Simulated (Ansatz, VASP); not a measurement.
# TiCdSe3: VASP beside Ansatz, part 3 of 3

One calculation is typed for both programs; each brings its own data sets. How far apart do they land? The cell is generated by rule, not measured, and may not be a known phase. Of the first pair: The cell is taken from a series of runs on this material, whose earlier steps may have relaxed, scaled, displaced or heated it; both programs get it as it stands.

VASP 6.6.1 and Ansatz 0.2.0.

So far: Ansatz: relaxation of cell and atoms, PBE, pair 1; VASP: relaxation of cell and atoms, PBE, pair 1; Comparison; VASP: relaxation of cell and atoms, PBE, pair 2; Ansatz: relaxation of cell and atoms, PBE, pair 2; Differences.

## (8) VASP: relaxation of cell and atoms, PBE, pair 3

Level of this step: PBE, no spin polarisation; plane waves and PAW (Cd, Ti_sv, Se); invented cell (VASP).

The relaxed volume is the usual yardstick between codes: in a stiff, nearly cubic crystal its relative difference is about their pressure difference at one cell divided by the bulk modulus. This pair takes another cell of the material, with 5 atoms against 10 for the pair before.

The input, INCAR:

```
SYSTEM = TiCdSe3
PREC = Accurate
ENCUT = 500
EDIFF = 1E-07
NELM = 120
ISMEAR = 1
SIGMA = 0.2
LREAL = .FALSE.
ALGO = Normal
GGA = PE
NBANDS = 27
LASPH = .TRUE.
LORBIT = 11
LWAVE = .FALSE.
LCHARG = .FALSE.
ISIF = 3
IBRION = 2
NSW = 80
EDIFFG = -0.005
GGA_COMPAT = .FALSE.
NELMIN = 4
KPAR = 2
```

The input, POSCAR:

```
TiCdSe3
1.0
    5.1494387812     -0.0714675691     -0.0714675691
   -0.0714675691      5.1494387812      0.0714675691
   -0.0714675691      0.0714675691      5.1494387812
Cd Ti Se
1 1 3
Direct
    0.8991464771      0.1008535229      0.1008535229
    0.4912342106      0.5087657894      0.5087657894
    0.5357531476      0.4642470533      0.9744900243
    0.5357531476      0.9744900243      0.4642470533
    0.0255099757      0.4642470533      0.4642470533
```

The input, KPOINTS:

```
Automatic mesh
0
Gamma
8 8 8
0 0 0
```

The projector-augmented-wave data sets are Cd, Ti_sv and Se (PBE family, release 64).

Command:

```
mpirun -np 2 vasp_std
```

Numbers of over 12 decimals in the logs are rounded to 6 here.

Output:

```text
[banner, memory and clock lines left out]
running    2 mpi-ranks, on    1 nodes
[...]
LDA part: xc-table for (Slater+PW92), standard interpolation
 POSCAR, INCAR and KPOINTS ok, starting setup
[...]
entering main loop
       N       E                     dE             d eps       ncg     rms          rms(c)
DAV:   1     0.359398166981E+03    0.35940E+03   -0.19377E+04  3510   0.143E+03
DAV:   2     0.152584598903E+02   -0.34414E+03   -0.33568E+03  3793   0.374E+02
DAV:   3    -0.232097873070E+02   -0.38468E+02   -0.37579E+02  5447   0.110E+02
DAV:   4    -0.256321236711E+02   -0.24223E+01   -0.24135E+01  4828   0.221E+01
[...]
DAV:  16    -0.213336505269E+02   -0.12695E-05   -0.31480E-06  4392   0.107E-02    0.500E-03
DAV:  17    -0.213336506437E+02   -0.11679E-06   -0.25442E-06  4738   0.797E-03    0.126E-03
DAV:  18    -0.213336507354E+02   -0.91681E-07   -0.18517E-07  3080   0.237E-03
   1 F= -.21333651E+02 E0= -.21333703E+02  d E =-.213337E+02
[... from here on, the cycles between the ionic steps are left out ...]
   2 F= -.21333669E+02 E0= -.21333721E+02  d E =-.182221E-04
   3 F= -.21333671E+02 E0= -.21333723E+02  d E =-.199969E-04
   4 F= -.21333680E+02 E0= -.21333734E+02  d E =-.888444E-05
   5 F= -.21333693E+02 E0= -.21333754E+02  d E =-.221287E-04
   6 F= -.21333693E+02 E0= -.21333755E+02  d E =-.224195E-04
   7 F= -.21333697E+02 E0= -.21333763E+02  d E =-.429072E-05
 trial-energy change:   -0.000004  1 .order   -0.000004   -0.000006   -0.000002
 step:   2.5320(harm=  2.5320)  dis= 0.00061  next Energy=   -21.333698 (dE=-0.489E-05)
 reached required accuracy - stopping structural energy minimisation
```

OUTCAR, selected parts (step 8):

```text
  Total       -0.0001815     -0.0001815     -0.0001815      0.0013918     -0.0013918      0.0013918
  in kB       -0.0021274     -0.0021274     -0.0021274      0.0163127     -0.0163127      0.0163127
  external PRESSURE =      -0.0021274 kB  Pullay stress =       0.0000000 kB

 POSITION                                       TOTAL-FORCE (eV/Angst)
 -----------------------------------------------------------------------------------
      4.61662      0.46197      0.46197        -0.002223      0.002223      0.002223
      2.45542      2.62318      2.62318         0.001157     -0.001157     -0.001157
      2.65495      2.42365      5.01539        -0.000263      0.000263     -0.001592
      2.65495      5.01539      2.42365        -0.000263     -0.001592      0.000263
      0.06321      2.42365      2.42365         0.001592      0.000263      0.000263
 -----------------------------------------------------------------------------------
    total drift:                               -0.000807     -0.000164     -0.000164

  FREE ENERGIE OF THE ION-ELECTRON SYSTEM (eV)
  ---------------------------------------------------
  free  energy   TOTEN  =       -21.3336974425 eV

  energy  without entropy=      -21.3338948305  energy(sigma->0) =      -21.33376324

[... 1 part as in an earlier step ...]

[... 3 further parts left out ...]
[key lines of the parts left out:]
E-fermi :   2.4419
```

The run keeps the 6 symmetry operations of its start, so it cannot find a distortion of lower symmetry.

## (9) Ansatz: relaxation of cell and atoms, PBE, pair 3

Its own start cell and the same functional, mesh and smearing now go to Ansatz, which takes its cutoff from its data sets.

The two relaxations start from unlike cells of this crystal (the structure described is Ansatz's start), so only their ends are compared.

The input, input.yaml:

```yaml
crystal:
  lattice:
    - [4.9773704866, 0.0, 0.0]
    - [0.0, 4.9773704866, 0.0]
    - [0.0, 0.0, 4.9773704866]
  atoms:
    - { symbol: Cd, position: [-0.0047618858, 0.0047618858, 0.0047618858] }
    - { symbol: Ti, position: [0.4628815885, 0.5371184115, 0.5371184115] }
    - { symbol: Se, position: [0.5155892847, 0.4844107153, 0.001901371] }
    - { symbol: Se, position: [0.5155892847, 0.001901371, 0.4844107153] }
    - { symbol: Se, position: [-0.001901371, 0.4844107153, 0.4844107153] }
kpoints:
  mp_grid: { grid: [8, 8, 8] }
hamiltonian:
  xc: pbe
scf:
  occupations: { method: methfessel_paxton, width: 0.2 }
output:
  forces: true
  stress: true
  eigenvalues: true
  write_density: true
  write_potential: true
  elf: true
  volumetric_format: npy
relax:
  adjacent_minimum: "off"
  f_tol: 0.002
  max_steps: 120
  cell: { stress_tol: 0.03 }
```

Command:

```
ansatz run input.yaml --threads 8 --pin off --max-ram 14336MiB --backend cpu --events-out ev --progress --plain --runs-dir out
```

Output:

```text
[...]
Crystal: 5 atoms, lattice volume = 123.310 Å³
Basis set: ecut = 420 eV, 2469 PW (Γ), exchange–correlation on 72×72×72 points (8 copies of the dense FFT grid, shifted against one another)
Bands: 48, of which v1, the nominal top of the filled ones, is band 40 counted from 1 (39 counted from 0)
Symmetry: 6 space group operations
[...]
k-points: 65 of 512 (time reversal used)
[...]
cell:  # Å, volume = 137.0278 Å³
    - [5.156559, -0.074744, -0.074744]
    - [-0.074744, 5.156559, 0.074744]
    - [-0.074744, 0.074744, 5.156559]
  atoms:
    - { symbol: Cd, position: [-0.103501, 0.103501, 0.103501] }
    - { symbol: Ti, position: [0.491738, 0.508262, 0.508262] }
    - { symbol: Se, position: [0.536270, 0.463730, -0.026621] }
    - { symbol: Se, position: [0.536270, -0.026621, 0.463730] }
    - { symbol: Se, position: [0.026621, 0.463730, 0.463730] }
[key lines of the parts left out:]
SCF converged after 9 iterations
Free energy (F): -27163.624489 eV
Fermi energy:    7.424532 eV
P = ⅓ Tr σ = 0.0040 GPa (0.040 kbar)
```

## (10) Differences

What differs besides the data sets and the points named for the pairs above, as far as they apply: the data sets hold 80 valence electrons in Ansatz (on its default PAW (the set named soft_2) files) and 42 in VASP. Total energies have different zeros and are not compared.

Both answers:

| quantity | Ansatz | VASP | difference |
| --- | --- | --- | --- |
| volume (Å³) | 137.03 | 136.70 | +0.24 % |
| edge a after relaxation, in the typed setting (Å) | 5.158 | 5.154 | +0.08 % |

## (11) Results

```
difference in volume (relaxation of cell and atoms, PBE, pair 1) : -0.23 %
difference in volume (relaxation of cell and atoms, PBE, pair 2) : -0.25 %
difference in volume (relaxation of cell and atoms, PBE, pair 3) : 0.24 %
```

The difference in volume is -0.25 % (relaxation of cell and atoms, PBE, pair 2), within the 1.2 % picked in this series as the mark of a large difference, as far as the stopping tolerances let one tell. The data sets hold unlike numbers of valence electrons (160 in Ansatz and 84 in VASP and 80 in Ansatz and 42 in VASP), so part of the differences comes from the potentials. Such differences can come from data sets, numerical settings and the points named under the comparisons, not from the functional's error against experiment.

[Lines on the potential files, build, host, timing and source positions are cut from VASP's logs without a mark.]

[Logs are printed without paths, hosts, clocks, repeated set-up lines and the standing remarks that a program may print on its own settings, such as how far it seeks lower states.]

[Hosts, paths, dates, database ids (printed as entryN), source tags and the programs' standing remarks are cut or masked in the printed files.]
